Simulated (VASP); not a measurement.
Output of a VASP run:

### OSZICAR
```
       N       E                     dE             d eps       ncg     rms          rms(c)
DAV:   1     0.134361560215E+03    0.13436E+03   -0.10751E+04  2352   0.194E+03
DAV:   2    -0.306655634391E+02   -0.16503E+03   -0.16260E+03  2370   0.424E+02
DAV:   3    -0.407944547476E+02   -0.10129E+02   -0.10028E+02  3908   0.114E+02
DAV:   4    -0.410934631205E+02   -0.29901E+00   -0.29810E+00  2816   0.159E+01
DAV:   5    -0.411051881449E+02   -0.11725E-01   -0.11724E-01  3520   0.293E+00    0.168E+01
DAV:   6    -0.369223066716E+02    0.41829E+01   -0.44036E+01  2812   0.109E+02    0.149E+01
DAV:   7    -0.344652051525E+02    0.24571E+01   -0.25410E+01  3452   0.611E+01    0.103E+01
DAV:   8    -0.339635791381E+02    0.50163E+00   -0.49370E+00  3526   0.249E+01    0.242E+00
DAV:   9    -0.339263065086E+02    0.37273E-01   -0.22612E-01  2380   0.594E+00    0.210E+00
DAV:  10    -0.339077342708E+02    0.18572E-01   -0.57348E-01  3156   0.109E+01    0.126E+00
DAV:  11    -0.339459738922E+02   -0.38240E-01   -0.26997E-01  2800   0.645E+00    0.426E-01
DAV:  12    -0.339396114138E+02    0.63625E-02   -0.94545E-02  2376   0.298E+00    0.176E-01
DAV:  13    -0.339376366525E+02    0.19748E-02   -0.10171E-02  3324   0.127E+00    0.170E-01
DAV:  14    -0.339386432111E+02   -0.10066E-02   -0.35385E-03  2706   0.772E-01    0.545E-02
DAV:  15    -0.339384135555E+02    0.22966E-03   -0.63491E-04  2460   0.309E-01    0.382E-02
DAV:  16    -0.339384114554E+02    0.21001E-05   -0.70644E-04  2376   0.378E-01    0.125E-02
DAV:  17    -0.339383751901E+02    0.36265E-04   -0.28208E-04  2406   0.218E-01    0.115E-02
DAV:  18    -0.339383731550E+02    0.20351E-05   -0.14146E-05  3426   0.383E-02    0.838E-03
DAV:  19    -0.339383686808E+02    0.44742E-05   -0.43584E-06  2412   0.280E-02    0.574E-03
DAV:  20    -0.339383623192E+02    0.63616E-05   -0.34897E-06  2496   0.278E-02    0.184E-03
DAV:  21    -0.339383598069E+02    0.25123E-05   -0.27871E-06  2352   0.234E-02    0.150E-03
DAV:  22    -0.339383589664E+02    0.84049E-06   -0.13256E-06  2388   0.181E-02    0.901E-04
DAV:  23    -0.339383581226E+02    0.84377E-06   -0.28023E-07  2406   0.834E-03    0.171E-04
DAV:  24    -0.339383578142E+02    0.30845E-06   -0.60830E-08  1236   0.358E-03    0.147E-04
DAV:  25    -0.339383581175E+02   -0.30325E-06   -0.96632E-09  1212   0.153E-03    0.751E-05
DAV:  26    -0.339383581634E+02   -0.45902E-07   -0.15794E-09  1230   0.535E-04
   1 F= -.33938358E+02 E0= -.33937656E+02  d E =-.210600E-02
```

**OUTCAR**
```
------------------------ aborting loop because EDIFF is reached ----------------------------------------
  FORCE on cell =-STRESS in cart. coord.  units (eV):
  Direction    XX          YY          ZZ          XY          YZ          ZX
  --------------------------------------------------------------------------------------
  Total       -0.0417957     -0.0417957     -0.0417957      0.0000000      0.0000000      0.0000000
  in kB       -2.6208797     -2.6208797     -2.6208797      0.0000000      0.0000000      0.0000000
  external PRESSURE =      -2.6208797 kB  Pullay stress =       0.0000000 kB
  volume of cell :       25.55
      direct lattice vectors                 reciprocal lattice vectors
     2.945314044  0.000000000  0.000000000     0.339522368  0.000000000  0.000000000
     0.000000000  2.945314044  0.000000000     0.000000000  0.339522368  0.000000000
     0.000000000  0.000000000  2.945314044     0.000000000  0.000000000  0.339522368
 POSITION                                       TOTAL-FORCE (eV/Angst)
 -----------------------------------------------------------------------------------
      0.00000      0.00000      0.00000         0.000000      0.000000      0.000000
      1.47266      1.47266      1.47266         0.000000      0.000000      0.000000
 -----------------------------------------------------------------------------------
    total drift:                                0.000000      0.000000     -0.000000
  FREE ENERGIE OF THE ION-ELECTRON SYSTEM (eV)
  ---------------------------------------------------
  free  energy   TOTEN  =       -33.9383581634 eV

  energy  without entropy=      -33.9362521589  energy(sigma->0) =      -33.93765616
```
(Selected blocks of OUTCAR.)

File POSCAR:
```
TiCo
1
    2.9453140442     0.0000000000     0.0000000000
    0.0000000000     2.9453140442     0.0000000000
    0.0000000000     0.0000000000     2.9453140442
Ti Co
1 1
Direct
  0.0000000000   0.0000000000   0.0000000000
  0.5000000000   0.5000000000   0.5000000000
```

Q: Reconstruct the remaining input files.

A: One answer among several that fit: the input of the run itself, SCAN meta-GGA, plane waves, VASP's PBE PAW potentials (set 64).

### INCAR
```
ISIF = 2
LMAXMIX = 4
LMIXTAU = .TRUE.
EDIFF = 1E-7
METAGGA = SCAN
ALGO = Normal
LWAVE = .FALSE.
SIGMA = 0.1
LCHARG = .FALSE.
ENCUT = 520
NELM = 100   # most electronic steps
PREC = Accurate
LREAL = .FALSE.   # projection in real space or not
LASPH = .TRUE.
SYSTEM = TiCo
ISMEAR = 1   # Methfessel-Paxton
```

KPOINTS:
```
kpoints
0
gamma
  12 12 12
```

POTCAR, in this order: Ti_sv Co (PBE.64 set). Program: vasp_std.

The compound is TiCo in the CsCl type structure. It was relaxed first. The run is not spin-polarised, so no magnetic state was tried. The electron count is odd and the run is not spin-polarised, which forces a metal.
